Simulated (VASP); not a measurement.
# Mg3CdSe2O2 (P6/mmm) in VASP: further runs

Runs on Mg3CdSe2O2. Level: PBE. Tasks: relaxation of cell and atoms.

All numbers are computed with VASP 6.6.1; they aren't measurements. Logs are shortened: lines on timing, memory, paths and dates and some standing lists are left out, and cuts for length are marked.

## Step 1: Starting point

The structure is hexagonal, space group P6/mmm (No. 191). Conventional cell: a = 5.966 Å, b = 5.966 Å, c = 4.948 Å, α = 90.00°, β = 90.00°, γ = 120.00°. Mg (site symmetry mmm) has 4 Mg at 2.98 Å and 4 Se at 3.01 Å and 4 O at 3.09 Å as nearest neighbours. Cd (site symmetry 6/mmm) is surrounded by 2 O at 1.66 Å. Around Se (site symmetry -6m2) lie 6 Mg at 3.01 Å and 3 Se at 3.44 Å and 3 Cd at 3.44 Å. O (site symmetry 6mm) has 1 O at 1.63 Å and 1 Cd at 1.66 Å as nearest neighbours.

The cell was built by a generator and needn't be a form met in nature.

## Step 2: Relaxation of cell and atoms, PBE

INCAR reads:

```
PREC = Normal
ENCUT = 520
EDIFF = 1E-4
ISMEAR = 0
SIGMA = 0.15
LREAL = False
LASPH = True
NELM = 60
ALGO = Fast
ISIF = 3
LWAVE = False
LCHARG = False
GGA = PE
IBRION = 2
NSW = 24
EDIFFG = -0.08
KPAR = 2
```

KPOINTS reads:

```
regular mesh
0
Gamma
  3 3 3
```

POSCAR reads:

```
Mg3CdSe2O2
1.0
    5.9661162100      0.0000000000      0.0000000000
   -2.9830581100      5.1668082000      0.0000000000
    0.0000000000      0.0000000000      4.9475184300
Mg Cd Se O
3 1 2 2
Direct
    0.5000000000      0.0000000000      0.5000000000
    0.0000000000      0.5000000000      0.5000000000
    0.5000000000      0.5000000000      0.5000000000
    0.0000000000      0.0000000000      0.0000000000
    0.3333333300      0.6666666700      0.0000000000
    0.6666666700      0.3333333300      0.0000000000
    0.0000000000      0.0000000000      0.3354575100
    0.0000000000      0.0000000000      0.6645424900
```

Potentials or basis: VASP PAW PBE potentials, release 64 (Mg, Cd, Se, O).

The run is started by

```
$ cat potpaw_PBE.64/Mg/POTCAR potpaw_PBE.64/Cd/POTCAR potpaw_PBE.64/Se/POTCAR potpaw_PBE.64/O/POTCAR > POTCAR
$ mpirun -np 2 vasp_std > vasp.out
```

OUTCAR:

```text
PREC = Normal
   ENCUT = 520
   EDIFF = 1E-4
   ISMEAR = 0
   LREAL = False
   LASPH = True
   NELM = 60
   ISIF = 3
   GGA = PE
   IBRION = 2
   NSW = 24
   EDIFFG = -0.08

 ion  position               nearest neighbor table
   1  0.500  0.000  0.500-   2 2.98   2 2.98   3 2.98   3 2.98   5 3.01   6 3.01   5 3.01   6 3.01

   2  0.000  0.500  0.500-   1 2.98   1 2.98   3 2.98   3 2.98   5 3.01   6 3.01   5 3.01   6 3.01

   3  0.500  0.500  0.500-   2 2.98   2 2.98   1 2.98   1 2.98   5 3.01   6 3.01   5 3.01   6 3.01

   4  0.000  0.000  0.000-   7 1.66   8 1.66
   5  0.333  0.667  0.000-   2 3.01   2 3.01   1 3.01   1 3.01   3 3.01   3 3.01
   6  0.667  0.333  0.000-   2 3.01   2 3.01   1 3.01   1 3.01   3 3.01   3 3.01
   7  0.000  0.000  0.335-   8 1.63   4 1.66
   8  0.000  0.000  0.665-   7 1.63   4 1.66

  LATTYP: Found a hexagonal cell.
 ALAT       =     5.9661162100
 C/A-ratio  =     0.8292695375

  Lattice vectors:

 A1 = (   5.9661162100,   0.0000000000,   0.0000000000)
 A2 = (  -2.9830581100,   5.1668082000,   0.0000000000)
 A3 = (   0.0000000000,   0.0000000000,   4.9475184300)

Analysis of symmetry for initial positions (statically):
=====================================================================
 Subroutine PRICEL returns:
 Original cell was already a primitive cell.

 Routine SETGRP: Setting up the symmetry group for a
 hexagonal supercell.

 Subroutine GETGRP returns: Found 24 space group operations
 (whereof 24 operations were pure point group operations)
 out of a pool of 24 trial point group operations.

The static configuration has the point symmetry D_6h.

Analysis of symmetry for dynamics (positions and initial velocities):
=====================================================================
 Subroutine PRICEL returns:
 Original cell was already a primitive cell.

 Routine SETGRP: Setting up the symmetry group for a
 hexagonal supercell.

 Subroutine GETGRP returns: Found 24 space group operations
 (whereof 24 operations were pure point group operations)
 out of a pool of 24 trial point group operations.

The dynamic configuration has the point symmetry D_6h.

 Subroutine INISYM returns: Found 24 space group operations
 (whereof 24 operations are pure point group operations),
 and found     1 'primitive' translations

----------------------------------------------------------------------------------------

                                     Primitive cell

  volume of cell :     152.5111

  direct lattice vectors                    reciprocal lattice vectors
     5.966116210  0.000000000  0.000000000     0.167613229  0.096771543  0.000000000
    -2.983058110  5.166808200  0.000000000     0.000000000  0.193543085  0.000000000
     0.000000000  0.000000000  4.947518430     0.000000000  0.000000000  0.202121531

  length of vectors
     5.966116210  5.966116213  4.947518430     0.193543085  0.193543085  0.202121531

  position of ions in fractional coordinates (direct lattice)
     0.500000000  0.000000000  0.500000000
     0.000000000  0.500000000  0.500000000
     0.500000000  0.500000000  0.500000000
     0.000000000  0.000000000  0.000000000
     0.333333330  0.666666670  0.000000000
     0.666666670  0.333333330  0.000000000
     0.000000000  0.000000000  0.335457510
     0.000000000  0.000000000  0.664542490

  ion indices of the primitive-cell ions
   primitive index   ion index
                 1           1
                 2           2
                 3           3
                 4           4
                 5           5
                 6           6
                 7           7
                 8           8

----------------------------------------------------------------------------------------

 KPOINTS: regular mesh

Automatic generation of k-mesh.
 Grid dimensions read from file:
 generate k-points for:    3    3    3

 Generating k-lattice:

  Cartesian coordinates                     Fractional coordinates (reciprocal lattice)
     0.055871076  0.032257181  0.000000000     0.333333333  0.000000000  0.000000000
     0.000000000  0.064514362  0.000000000     0.000000000  0.333333333  0.000000000
     0.000000000  0.000000000  0.067373844     0.000000000  0.000000000  0.333333333

  Length of vectors
     0.064514362  0.064514362  0.067373844

  Shift w.r.t. Gamma in fractional coordinates (k-lattice)
     0.000000000  0.000000000  0.000000000

 Subroutine IBZKPT returns following result:
 ===========================================

 Found      6 irreducible k-points:

 Following reciprocal coordinates:
            Coordinates               Weight
  0.000000  0.000000  0.000000      1.000000
  0.333333  0.000000  0.000000      6.000000
  0.333333  0.333333  0.000000      2.000000
  0.000000  0.000000  0.333333      2.000000
  0.333333  0.000000  0.333333     12.000000
  0.333333  0.333333  0.333333      4.000000
   k-points           NKPTS =      6   k-points in BZ     NKDIM =      6   number of bands    NBANDS=     26
   number of dos      NEDOS =    301   number of ions     NIONS =      8
   total plane-waves  NPLWV =  36288
   dimension x,y,z NGX =    36 NGY =   36 NGZ =   28
   dimension x,y,z NGXF=    72 NGYF=   72 NGZF=   56
   ions per type =               3   1   2   2
   NGX,Y,Z   is equivalent  to a cutoff of  10.03, 10.03,  9.41 a.u.
   NGXF,Y,Z  is equivalent  to a cutoff of  20.06, 20.06, 18.82 a.u.
 SYSTEM =  unknown system
   PREC   = normal    normal or accurate (medium, high low for compatibility)
   ISTART =      0    job   : 0-new  1-cont  2-samecut
   ICHARG =      2    charge: 1-file 2-atom 10-const
   ISPIN  =      1    spin polarized calculation?
   LNONCOLLINEAR =      F non collinear calculations
   LSORBIT =      F    spin-orbit coupling
   LASPH  =      T    aspherical Exc in radial PAW
   ENCUT  =  520.0 eV  38.22 Ry    6.18 a.u.  11.09 11.09  9.20*2*pi/ulx,y,z
   NELM   =     60;   NELMIN=  2; NELMDL= -5     # of ELM steps
   EDIFF  = 0.1E-03   stopping-criterion for ELM
   LREAL  =      F    real-space projection
   EDIFFG = -.8E-01   stopping-criterion for IOM
   NSW    =     24    number of steps for IOM
   IBRION =      2    ionic relax: 0-MD 1-quasi-New 2-CG
   NFREE  =      1    steps in history (QN), initial steepest desc. (CG)
   ISIF   =      3    stress and relaxation
   ISYM   =      2    0-nonsym 1-usesym 2-fastsym
   POTIM  = 0.5000    time-step for ionic-motion
   TEBEG  =    0.0;   TEEND  =   0.0 temperature during run
   PSTRESS=    0.0 pullay stress
   NELECT =      42.0000    total number of electrons
   NUPDOWN=      -1.0000    fix difference up-down
   EMIN   =  10.00;   EMAX   =-10.00  energy-range for DOS
   EFERMI =   0.00;   METHOD = LEGACY
   ISMEAR =     0;   SIGMA  =   0.15  broadening in eV -4-tet -1-fermi 0-gaus
   EFERMI_NEDOS =   21; number of points for ismear=-14 and -15
   IALGO  =     68    algorithm
   IMIX   =      4    mixing-type and parameters
     AMIX     =   0.40;   BMIX     =  1.00
     AMIX_MAG =   1.60;   BMIX_MAG =  1.00
  volume/ion in A,a.u.               =      19.06       128.65
  Fermi-wavevector in a.u.,A,eV,Ry     =   1.065101  2.012749 15.434994  1.134440
  Thomas-Fermi vector in A             =   2.200641
   LORBIT       =      0    0 simple, 1 ext, 2 COOP (PROOUT), +10 PAW based schemes
   GGA     = PE    functional components
   LHFCALC =     F    Hartree Fock is set to
   AEXX    =    0.0000 exact exchange contribution
   IVDW    =     0    specifies the selected vdW correction
   LEPSILON=     F    determine dielectric tensor
   LRPA    =     F    only Hartree local field effects (RPA)
 conjugate gradient relaxation of ions
 non-spin polarized calculation
 RMM-DIIS sequential band-by-band and
 Gauss-broadening in eV      SIGMA  =   0.15
  energy-cutoff  :      520.00
  volume of cell :      152.51
 maximum number of plane-waves:      4125
   NGX = 23   NGY = 23   NGZ = 19

--------------------------------------- Ionic step        1  -------------------------------------------

 number of electron      42.0000017 magnetization

 Free energy of the ion-electron system (eV)
  ---------------------------------------------------
  ext. energy  EPLUGINS =         0.00000000
  ---------------------------------------------------
  free energy    TOTEN  =       -19.16763741 eV

  energy without entropy =      -19.14539416  energy(sigma->0) =      -19.15651579

------------------------ aborting loop because EDIFF is reached ----------------------------------------

  FORCE on cell =-STRESS in cart. coord.  units (eV):
  Direction    XX          YY          ZZ          XY          YZ          ZX
  --------------------------------------------------------------------------------------
  -------------------------------------------------------------------------------------
  Total        2.5937958      2.5937958     40.2074265     -0.0000000      0.0000000      0.0000000
  in kB       27.2486444     27.2486444    422.3917136     -0.0000000      0.0000000      0.0000000
  external PRESSURE =     158.9630008 kB  Pullay stress =       0.0000000 kB
[... 107 lines left out ...]
  FREE ENERGIE OF THE ION-ELECTRON SYSTEM (eV)
  ---------------------------------------------------
  free  energy   TOTEN  =       -21.2665959612 eV

  energy  without entropy=      -21.2362261470  energy(sigma->0) =      -21.25141105

[... ionic steps 4 to 14 ...]

--------------------------------------- Ionic step       15  -------------------------------------------

 number of electron      42.0000028 magnetization

------------------------ aborting loop because EDIFF is reached ----------------------------------------

  FORCE on cell =-STRESS in cart. coord.  units (eV):
  Direction    XX          YY          ZZ          XY          YZ          ZX
  --------------------------------------------------------------------------------------
  -------------------------------------------------------------------------------------
  Total        0.1164079      0.1164079      0.4382236     -0.0000000     -0.0000000      0.0000000
  in kB        1.2246999      1.2246999      4.6104458     -0.0000000     -0.0000000      0.0000000
  external PRESSURE =       2.3532819 kB  Pullay stress =       0.0000000 kB
[... 69 lines left out ...]
  energy  without entropy=      -22.4345416935  energy(sigma->0) =      -22.47294072

--------------------------------------- Ionic step       17  -------------------------------------------

 number of electron      42.0000026 magnetization

 Free energy of the ion-electron system (eV)
  ---------------------------------------------------
  ext. energy  EPLUGINS =         0.00000000
  ---------------------------------------------------
  free energy    TOTEN  =       -22.51577305 eV

  energy without entropy =      -22.43544983  energy(sigma->0) =      -22.47561144

 E-fermi :   3.0844     XC(G=0):  -9.4583

 val. band max:        3.0358160425   @ k =   0.3333   0.0000   0.0000
 cond. band min:       3.1021323300   @ k =   0.3333   0.3333   0.3333
 fundamental gap:      0.0663162875
 Fermi energy:         3.0844360589

 k-point     1 :       0.0000    0.0000    0.0000
  band No.  band energies     occupation
      1     -17.4636      2.00000
      2     -12.9269      2.00000
      3     -10.4621      2.00000
      4      -8.4840      2.00000
      5      -6.0791      2.00000
      6      -5.2816      2.00000
[... 198 lines left out ...]
  FREE ENERGIE OF THE ION-ELECTRON SYSTEM (eV)
  ---------------------------------------------------
  free  energy   TOTEN  =       -22.5157730480 eV

  energy  without entropy=      -22.4354498278  energy(sigma->0) =      -22.47561144

 reached required accuracy - stopping structural energy minimisation
```

It took 90 s on 2 MPI ranks of Intel Xeon Platinum 8488C (Sapphire Rapids), shared host; peak memory 0.2 GiB.

What came out:

```yaml
Free_energy: -22.5158 eV
Relaxed_volume: 19.11 Å³/atom
Relaxed_cell: a = 5.418 Å, b = 5.418 Å, c = 6.015 Å, α = 90.00°, β = 90.00°, γ = 120.00°
Space_group_after_relaxing_to_0.05_Å: P6/mmm (No. 191)
Energy_gained_by_relaxing: 418.5 meV/atom
Ionic_steps: 17
Pressure_after_relaxing: -0.1 GPa
Largest_force_after_relaxing: 0.048 eV/Å
Band_gap_on_the_k_mesh: none (metal or under the smearing width)
```

Forces in eV/Å, atoms in the order of the input:
```
Mg   0.000  0.000  0.000
Mg   0.000  0.000  0.000
Mg   0.000  0.000  0.000
Cd   0.000  0.000  0.000
Se   0.000  0.000  0.000
Se   0.000  0.000  0.000
O    0.000  0.000 -0.048
O    0.000  0.000  0.048
```

The path:
| step | energy change (eV) | largest force (eV/Å) | pressure (GPa) | volume (Å³) |
| --- | --- | --- | --- | --- |
| 1 | 0.0000 | 12.3675 | 15.90 | 152.51 |
| 2 | 148.7848 | 998.7053 | 145.85 | 195.46 |
| 3 | -2.0990 | 2.5699 | 8.90 | 153.46 |
| 4 | -2.1557 | 2.0761 | 8.54 | 153.77 |
| 5 | -2.4076 | 2.7244 | 6.11 | 156.62 |
| 6 | -2.7762 | 1.4585 | -2.33 | 173.24 |
| 7 | -2.8315 | 1.1568 | -0.11 | 166.98 |
| 8 | -2.8319 | 1.2381 | -0.23 | 167.61 |
| 9 | -2.9120 | 0.4968 | -2.04 | 169.97 |
| 10 | -2.9121 | 0.5145 | -2.04 | 170.02 |
| 11 | -3.0384 | 0.6070 | -2.16 | 166.66 |
| 12 | -3.3185 | 0.4231 | -0.75 | 156.03 |
| 13 | -3.3391 | 0.2359 | 0.61 | 150.96 |
| 14 | -3.3440 | 0.2966 | 0.07 | 152.71 |
| 15 | -3.3442 | 0.2688 | 0.24 | 152.29 |
| 16 | -3.3437 | 0.2575 | 0.36 | 151.91 |
| 17 | -3.3481 | 0.0479 | -0.15 | 152.91 |

Final structure:
```
Mg Cd Se O
1.0
     5.41781    0.00000    0.00000
    -2.70890    4.69196    0.00000
     0.00000    0.00000    6.01538
Mg Cd Se O
3 1 2 2
Direct
  0.50000 0.00000 0.50000
  0.00000 0.50000 0.50000
  0.50000 0.50000 0.50000
  0.00000 0.00000 0.00000
  0.33333 0.66667 0.00000
  0.66667 0.33333 0.00000
  0.00000 0.00000 0.36707
  0.00000 0.00000 0.63293
```

Levels at points of the mesh, in eV from the Fermi level:
```
           k point  band 19  band 20  band 21  band 22  band 23  band 24
(0.00, 0.00, 0.00)    -1.55    -1.31    -1.31    -0.09     1.25     2.76
```

Caveat: the k mesh is coarse (spacing up to 0.42 Å⁻¹), so the values aren't converged; the relaxation stopped at a loose force limit of 0.08 eV/Å, so its end isn't a converged minimum.

(Part 1 of 2 ends here.)
